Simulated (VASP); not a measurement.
These are optB86b-vdW, VASP's PBE PAW potentials (set 64) (plane waves; VASP) values and carry that method's errors.

A VASP calculation is set up with these files.

### KPOINTS
```
Automatic mesh
0
Gamma
11 11 11
0 0 0
```

### INCAR
```
SYSTEM = CoAl
PREC = Accurate; ENCUT = 520; LREAL = .FALSE.
LASPH = .TRUE.
EDIFF = 1E-6; NELM = 100; ALGO = Normal
LMAXMIX = 4
ISMEAR = 1; SIGMA = 0.1
GGA = MK; LUSE_VDW = .TRUE.; AGGAC = 0.0
PARAM1 = 0.1234; PARAM2 = 1.0
IBRION = 2; NSW = 60; ISIF = 3
EDIFFG = -0.01
LWAVE = .FALSE.; LCHARG = .FALSE.
```

File POSCAR:
```
CoAl
1.0
  2.8600000000   0.0000000000   0.0000000000
  0.0000000000   2.8600000000   0.0000000000
  0.0000000000   0.0000000000   2.8600000000
Al Co
1 1
Cart
  1.4300000000   1.4300000000   1.4300000000
  0.0000000000   0.0000000000   0.0000000000
```

POTCAR, in this order: Al Co (PBE.64 set). Program: vasp_std.

Output of the run:

**OSZICAR**
```
       N       E                     dE             d eps       ncg     rms          rms(c)
DAV:   1     0.396718489984E+02    0.39672E+02   -0.53833E+03  1120   0.127E+03
DAV:   2    -0.870469926016E+01   -0.48377E+02   -0.46073E+02  1134   0.190E+02
DAV:   3    -0.992665404529E+01   -0.12220E+01   -0.12116E+01  1298   0.398E+01
DAV:   4    -0.994990733340E+01   -0.23253E-01   -0.23244E-01  1366   0.496E+00
DAV:   5    -0.995058877155E+01   -0.68144E-03   -0.68142E-03  1304   0.815E-01    0.122E+01
DAV:   6    -0.126738302935E+02   -0.27232E+01   -0.69370E+01  1280   0.124E+02    0.173E+01
DAV:   7    -0.841171984883E+01    0.42621E+01   -0.31545E+01  1240   0.794E+01    0.180E+00
DAV:   8    -0.840772909757E+01    0.39908E-02   -0.21285E-01  1158   0.408E+00    0.115E+00
DAV:   9    -0.839535727239E+01    0.12372E-01   -0.41741E-02  1358   0.300E+00    0.286E-01
DAV:  10    -0.839489302093E+01    0.46425E-03   -0.17888E-03  1572   0.586E-01    0.110E-01
DAV:  11    -0.839489458225E+01   -0.15613E-05   -0.67409E-05  1548   0.109E-01    0.328E-02
DAV:  12    -0.839488703580E+01    0.75464E-05   -0.45151E-05  1332   0.977E-02    0.657E-03
DAV:  13    -0.839488707380E+01   -0.38006E-07   -0.40423E-07   582   0.653E-03
   1 F= -.83948871E+01 E0= -.83947127E+01  d E =-.839489E+01
       N       E                     dE             d eps       ncg     rms          rms(c)
DAV:   1    -0.884700566290E+01   -0.45212E+00   -0.63449E+00  1216   0.435E+01    0.600E+00
DAV:   2    -0.944846439015E+01   -0.60146E+00   -0.17669E+01  1292   0.632E+01    0.792E+00
DAV:   3    -0.840771305629E+01    0.10408E+01   -0.79909E+00  1238   0.418E+01    0.992E-01
DAV:   4    -0.840036643426E+01    0.73466E-02   -0.45071E-02  1164   0.209E+00    0.536E-01
DAV:   5    -0.839684847307E+01    0.35180E-02   -0.10535E-02  1604   0.123E+00    0.107E-01
DAV:   6    -0.839681556846E+01    0.32905E-04   -0.35937E-04  1262   0.299E-01    0.356E-02
DAV:   7    -0.839681907075E+01   -0.35023E-05   -0.15728E-05  1468   0.562E-02    0.109E-02
DAV:   8    -0.839681748998E+01    0.15808E-05   -0.94161E-06  1168   0.466E-02    0.238E-03
DAV:   9    -0.839681753013E+01   -0.40148E-07   -0.99075E-08   560   0.314E-03
   2 F= -.83968175E+01 E0= -.83965463E+01  d E =-.193046E-02
       N       E                     dE             d eps       ncg     rms          rms(c)
DAV:   1    -0.850394567819E+01   -0.10713E+00   -0.14067E+00  1202   0.209E+01    0.281E+00
DAV:   2    -0.866626246145E+01   -0.16232E+00   -0.42787E+00  1272   0.303E+01    0.400E+00
DAV:   3    -0.840589974575E+01    0.26036E+00   -0.17762E+00  1294   0.203E+01    0.436E-01
DAV:   4    -0.840382919398E+01    0.20706E-02   -0.62004E-03  1124   0.831E-01    0.175E-01
DAV:   5    -0.840348453139E+01    0.34466E-03   -0.12803E-03  1634   0.426E-01    0.291E-02
DAV:   6    -0.840349135896E+01   -0.68276E-05   -0.36801E-05  1190   0.976E-02    0.692E-03
DAV:   7    -0.840349024041E+01    0.11186E-05   -0.47913E-06  1138   0.371E-02    0.228E-03
DAV:   8    -0.840349030184E+01   -0.61424E-07   -0.31929E-07   560   0.818E-03
   3 F= -.84034903E+01 E0= -.84032596E+01  d E =-.860323E-02
```

### OUTCAR
```
------------------------ aborting loop because EDIFF is reached ----------------------------------------
  FORCE on cell =-STRESS in cart. coord.  units (eV):
  Direction    XX          YY          ZZ          XY          YZ          ZX
  --------------------------------------------------------------------------------------
  Total       -0.0010937     -0.0010937     -0.0010937      0.0000000     -0.0000000      0.0000000
  in kB       -0.0768549     -0.0768549     -0.0768549      0.0000000     -0.0000000      0.0000000
  external PRESSURE =      -0.0768549 kB  Pullay stress =       0.0000000 kB
  volume of cell :       22.80
      direct lattice vectors                 reciprocal lattice vectors
     2.835615053 -0.000000000  0.000000000     0.352657177  0.000000000  0.000000000
    -0.000000000  2.835615053  0.000000000     0.000000000  0.352657177  0.000000000
    -0.000000000 -0.000000000  2.835615053    -0.000000000 -0.000000000  0.352657177
 POSITION                                       TOTAL-FORCE (eV/Angst)
 -----------------------------------------------------------------------------------
      1.41781      1.41781      1.41781        -0.000000      0.000000      0.000000
      0.00000      0.00000      0.00000         0.000000     -0.000000      0.000000
 -----------------------------------------------------------------------------------
    total drift:                                0.000000      0.000000      0.000000
  FREE ENERGIE OF THE ION-ELECTRON SYSTEM (eV)
  ---------------------------------------------------
  free  energy   TOTEN  =        -8.4034903018 eV

  energy  without entropy=       -8.4027982797  energy(sigma->0) =       -8.40325963

 reached required accuracy - stopping structural energy minimisation
```
(Selected blocks of OUTCAR.)

### CONTCAR
```
CoAl
   1.00000000000000
     2.8356150534010767   -0.0000000000000000    0.0000000000000000
    -0.0000000000000000    2.8356150534010767    0.0000000000000000
    -0.0000000000000000   -0.0000000000000000    2.8356150534010767
  Al              Co
     1     1
Direct
     0.5000000000000000    0.5000000000000000    0.5000000000000000
     0.0000000000000000    0.0000000000000000    0.0000000000000000
```

Energy and stress use the plane-wave basis of the starting cell.

The compound is CoAl in the CsCl type structure. This run relaxes it. Symmetry was kept, so distortions that lower it aren't found. The run is not spin-polarised, so no magnetic state was tried.
